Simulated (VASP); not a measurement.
Data:

```
CELL_PARAMETERS angstrom
      3.57280     0.00000     0.00000
      0.00000     3.57280     0.00000
      0.00000     0.00000     3.57280
ATOMIC_POSITIONS crystal
  Fe 0.00000 0.00000 0.00000
  Ni 0.00000 0.50000 0.50000
  Ni 0.50000 0.00000 0.50000
  Ni 0.50000 0.50000 0.00000
```
Starting moments (μB, in the order of the record's atoms Fe Ni Ni Ni): 3.0 0.7 0.7 0.7.

Method: revPBE GGA, VASP's PBE PAW potentials (set 64) (plane waves; VASP). Settings: 520 eV cut-off, Gaussian smearing of 0.050 eV, potentials Fe Ni.

### Question
Give the spin-up energies of bands 11 to 24 at the high-symmetry points, in eV from the Fermi level.

### Answer

| band | Γ | X | M | R |
|---|---|---|---|---|
| 11 | -1.69 | -2.65 | -2.81 | -2.50 |
| 12 | -1.69 | -1.99 | -2.81 | -2.50 |
| 13 | -0.86 | -1.92 | -2.80 | -0.96 |
| 14 | -0.86 | -1.92 | -1.86 | -0.96 |
| 15 | -0.80 | -1.66 | -1.76 | -0.88 |
| 16 | -0.78 | -1.66 | -1.76 | -0.88 |
| 17 | -0.78 | -1.56 | -1.73 | -0.88 |
| 18 | -0.78 | -1.50 | -1.73 | -0.80 |
| 19 | -0.64 | -1.45 | -1.49 | -0.80 |
| 20 | -0.64 | -1.03 | -1.45 | -0.80 |
| 21 | -0.64 | -0.78 | 0.70 | -0.46 |
| 22 | 2.25 | -0.64 | 0.70 | -0.46 |
| 23 | 2.25 | 7.35 | 0.70 | -0.46 |
| 24 | 2.25 | 7.35 | 0.71 | -0.31 |

### Question
Give the spin-down energies of bands 11 to 24 at the high-symmetry points, in eV from the Fermi level.

### Answer

| band | Γ | X | M | R |
|---|---|---|---|---|
| 11 | -0.56 | -1.40 | -2.01 | -1.33 |
| 12 | -0.56 | -1.18 | -1.60 | -1.33 |
| 13 | -0.01 | -0.91 | -1.18 | -0.47 |
| 14 | 0.28 | -0.91 | -1.18 | -0.46 |
| 15 | 0.28 | -0.83 | -1.15 | -0.46 |
| 16 | 0.28 | -0.40 | -0.77 | -0.46 |
| 17 | 0.99 | -0.11 | -0.63 | 0.07 |
| 18 | 0.99 | -0.11 | 0.17 | 0.07 |
| 19 | 1.22 | 0.28 | 0.17 | 0.07 |
| 20 | 1.22 | 0.54 | 0.44 | 0.77 |
| 21 | 1.22 | 0.63 | 1.36 | 0.77 |
| 22 | 2.23 | 1.19 | 1.36 | 0.77 |
| 23 | 2.23 | 7.69 | 2.28 | 1.12 |
| 24 | 2.23 | 7.69 | 2.34 | 1.12 |

It has no gap at this level: it comes out as a metal or semimetal.

The compound is Ni3Fe in the L1_2 structure. It was relaxed first.
